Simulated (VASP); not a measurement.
Write the native input for VASP 6.6.1 that does the following.

- Task: single point
- Functional: PBE
- Potentials or basis: VASP PAW PBE potentials, release 64 (Mg, W_sv, O)
- Cutoff: 520 eV
- k mesh: 3 × 3 × 3
- Occupations: fermi-dirac, width 0.1 eV
- Spin: no spin polarisation
- Dipole correction: no
- Further INCAR settings: ALGO = Normal; EDIFF = 1e-06; NBANDS = 52

The structure of MgWO4 lies in POSCAR:

```
MgWO4
1.0
    6.1052300000     -1.3133830000     -0.1398010000
    0.5355580000      4.4744640000     -1.3484290000
    0.7358950000      0.2559700000      5.2146120000
Mg W O
2 2 8
Direct
    0.2786144172      0.3922066556      0.8218380203
    0.1132633846      0.0952817873      0.2590275287
    0.7159360319      0.2327909214      0.7440583504
    0.7557145164      0.6291890410      0.3310578801
    0.7950423120      0.5388337679      0.7250723139
    0.3649409308      0.8700401733      0.3553532857
    0.0282093047      0.6296444154      0.1151476809
    0.8501791083      0.2465663327      0.0303418707
   -0.0574778656      0.9214382509      0.4828935683
    0.2749294686      1.0839320075      0.9566743926
    0.6618082009      0.2892110778      0.3843461513
    0.5112837600      0.6687259705      0.0377275380
```

The cell was built by a generator and needn't be a form met in nature.

These files were run (other wordings do the same):

INCAR

```
SYSTEM = MgWO4
  PREC = Accurate
  ENCUT = 520
  EDIFF = 1E-6
  ISMEAR = -1
  SIGMA = 0.1
  LREAL = .FALSE.
  LASPH = .TRUE.
  NELM = 100
  ALGO = Normal
  ISIF = 2
  LWAVE = .FALSE.
  LCHARG = .FALSE.
  GGA = PE
  NBANDS = 52
```

KPOINTS

```
regular mesh
0
G
  3 3 3
  0 0 0
```

Potentials or basis: VASP PAW PBE potentials, release 64 (Mg, W_sv, O).

Run with:

```bash
$ cat potpaw_PBE.64/Mg/POTCAR potpaw_PBE.64/W_sv/POTCAR potpaw_PBE.64/O/POTCAR > POTCAR
$ mpirun -np 1 vasp_std > vasp.out
```

It gave:

```json
{
  "Pressure": "25.0 GPa",
  "Largest force": "22.771 eV/Å",
  "Band gap on the k mesh": "0.10 eV, indirect (least direct gap 0.19 eV)"
}
```

Caveat: the k mesh is coarse (spacing up to 0.46 Å⁻¹), so the values aren't converged; so large a pressure means that the cell lies far from this level's equilibrium, or that cutoff or potentials fall short; spin-orbit coupling is left out, which moves the levels of the heavy elements.

It took 2.7 min on 1 thread of Intel(R) Xeon(R) Platinum 8488C (Sapphire Rapids) (shared host), peak memory 0.29 GiB.
